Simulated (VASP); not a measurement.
Level of theory: SCAN meta-GGA, VASP's PBE PAW potentials (set 64) (plane waves; VASP).

A VASP calculation is set up with these files.

POSCAR:
```
KBr
1
    0.0000000000     3.3000000000     3.3000000000
    3.3000000000     0.0000000000     3.3000000000
    3.3000000000     3.3000000000     0.0000000000
K Br
1 1
Direct
  0.0000000000   0.0000000000   0.0000000000
  0.5000000000   0.5000000000   0.5000000000
```

INCAR:
```
SYSTEM = KBr
PREC = Accurate; ENCUT = 520; LREAL = .FALSE.
LASPH = .TRUE.
EDIFF = 1E-6; NELM = 100; ALGO = Normal
LMAXMIX = 4; LMIXTAU = .TRUE.
ISMEAR = 0; SIGMA = 0.05
METAGGA = SCAN
IBRION = 2; NSW = 60; ISIF = 3
EDIFFG = -0.01
LWAVE = .FALSE.; LCHARG = .FALSE.
```

### KPOINTS
```
Automatic
0
G
 6 6 6
0 0 0
```

POTCAR, in this order: K_sv Br (PBE.64 set). Program: vasp_std.

What VASP printed:

OSZICAR:
```
       N       E                     dE             d eps       ncg     rms          rms(c)
DAV:   1     0.755416097090E+02    0.75542E+02   -0.70913E+03   384   0.119E+03
DAV:   2    -0.286920919270E+02   -0.10423E+03   -0.95433E+02   476   0.280E+02
DAV:   3    -0.350408728309E+02   -0.63488E+01   -0.63068E+01   492   0.616E+01
DAV:   4    -0.353040618951E+02   -0.26319E+00   -0.26277E+00   684   0.115E+01
DAV:   5    -0.353059646909E+02   -0.19028E-02   -0.19027E-02   488   0.106E+00    0.258E+00
DAV:   6    -0.320228150228E+02    0.32831E+01   -0.13399E+00   472   0.124E+01    0.202E+00
DAV:   7    -0.314884978246E+02    0.53432E+00   -0.37514E-01   688   0.800E+00    0.635E-01
DAV:   8    -0.319772715052E+02   -0.48877E+00   -0.24979E-01   412   0.526E+00    0.459E-01
DAV:   9    -0.316283470899E+02    0.34892E+00   -0.18552E-01   396   0.500E+00    0.322E-01
DAV:  10    -0.316294883149E+02   -0.11412E-02   -0.23070E-02   440   0.185E+00    0.168E-01
DAV:  11    -0.315851319012E+02    0.44356E-01   -0.45025E-02   388   0.294E+00    0.105E-01
DAV:  12    -0.316222110849E+02   -0.37079E-01   -0.23814E-02   384   0.221E+00    0.783E-02
DAV:  13    -0.316351500215E+02   -0.12939E-01   -0.88450E-03   384   0.139E+00    0.249E-02
DAV:  14    -0.316351586938E+02   -0.86723E-05   -0.46903E-04   464   0.333E-01    0.883E-03
DAV:  15    -0.316351946402E+02   -0.35946E-04   -0.23334E-04   428   0.252E-01    0.717E-03
DAV:  16    -0.316351674666E+02    0.27174E-04   -0.62863E-05   460   0.126E-01    0.455E-03
DAV:  17    -0.316351927848E+02   -0.25318E-04   -0.13575E-05   452   0.539E-02    0.327E-03
DAV:  18    -0.316351878532E+02    0.49316E-05   -0.60546E-06   432   0.410E-02    0.138E-03
DAV:  19    -0.316351877199E+02    0.13329E-06   -0.13244E-06   376   0.187E-02
   1 F= -.31635188E+02 E0= -.31635188E+02  d E =-.316352E+02
       N       E                     dE             d eps       ncg     rms          rms(c)
DAV:   1    -0.316391813078E+02   -0.39935E-02   -0.10019E-01   408   0.346E+00    0.344E-01
DAV:   2    -0.316363207751E+02    0.28605E-02   -0.74573E-03   516   0.865E-01    0.166E-01
DAV:   3    -0.316354254612E+02    0.89531E-03   -0.35311E-03   588   0.582E-01    0.698E-02
DAV:   4    -0.316355482739E+02   -0.12281E-03   -0.52325E-04   384   0.372E-01    0.441E-02
DAV:   5    -0.316353882423E+02    0.16003E-03   -0.13428E-03   384   0.584E-01    0.144E-02
DAV:   6    -0.316356041073E+02   -0.21586E-03   -0.62442E-04   384   0.396E-01    0.583E-03
DAV:   7    -0.316356126014E+02   -0.84942E-05   -0.33654E-05   392   0.837E-02    0.491E-03
DAV:   8    -0.316356124672E+02    0.13420E-06   -0.51062E-06   404   0.319E-02
   2 F= -.31635612E+02 E0= -.31635612E+02  d E =-.424747E-03
       N       E                     dE             d eps       ncg     rms          rms(c)
DAV:   1    -0.316374523999E+02   -0.18398E-02   -0.48617E-02   396   0.241E+00    0.238E-01
DAV:   2    -0.316360575417E+02    0.13949E-02   -0.35984E-03   516   0.602E-01    0.116E-01
DAV:   3    -0.316356354502E+02    0.42209E-03   -0.17033E-03   588   0.405E-01    0.489E-02
DAV:   4    -0.316356899859E+02   -0.54536E-04   -0.24981E-04   384   0.260E-01    0.310E-02
DAV:   5    -0.316356440598E+02    0.45926E-04   -0.68822E-04   384   0.424E-01    0.102E-02
DAV:   6    -0.316357163789E+02   -0.72319E-04   -0.34410E-04   384   0.299E-01    0.395E-03
DAV:   7    -0.316357187573E+02   -0.23784E-05   -0.15929E-05   384   0.573E-02    0.351E-03
DAV:   8    -0.316357191212E+02   -0.36385E-06   -0.30070E-06   408   0.246E-02
   3 F= -.31635719E+02 E0= -.31635719E+02  d E =-.531401E-03
```

OUTCAR:
```
------------------------ aborting loop because EDIFF is reached ----------------------------------------
  FORCE on cell =-STRESS in cart. coord.  units (eV):
  Direction    XX          YY          ZZ          XY          YZ          ZX
  --------------------------------------------------------------------------------------
  Total       -0.0038507     -0.0038507     -0.0038507     -0.0000000     -0.0000000      0.0000000
  in kB       -0.0868060     -0.0868060     -0.0868060     -0.0000000     -0.0000000      0.0000000
  external PRESSURE =      -0.0868060 kB  Pullay stress =       0.0000000 kB
  volume of cell :       71.07
      direct lattice vectors                 reciprocal lattice vectors
     0.000000000  3.287677470  3.287677470    -0.152083045  0.152083045  0.152083045
     3.287677470  0.000000000  3.287677470     0.152083045 -0.152083045  0.152083045
     3.287677470  3.287677470  0.000000000     0.152083045  0.152083045 -0.152083045
  FREE ENERGIE OF THE ION-ELECTRON SYSTEM (eV)
  ---------------------------------------------------
  free  energy   TOTEN  =       -31.6357191212 eV

  energy  without entropy=      -31.6357191212  energy(sigma->0) =      -31.63571912

 reached required accuracy - stopping structural energy minimisation
```
(Selected blocks of OUTCAR.)

CONTCAR:
```
KBr
   1.00000000000000
     0.0000000000000000    3.2876774701875662    3.2876774701875662
     3.2876774701875662    0.0000000000000000    3.2876774701875662
     3.2876774701875662    3.2876774701875662    0.0000000000000000
  K               Br
     1     1
Direct
     0.0000000000000000    0.0000000000000000    0.0000000000000000
     0.5000000000000000    0.5000000000000000    0.5000000000000000
```

The compound is KBr in the rock salt structure. This run relaxes it. Symmetry was kept, so distortions that lower it aren't found.
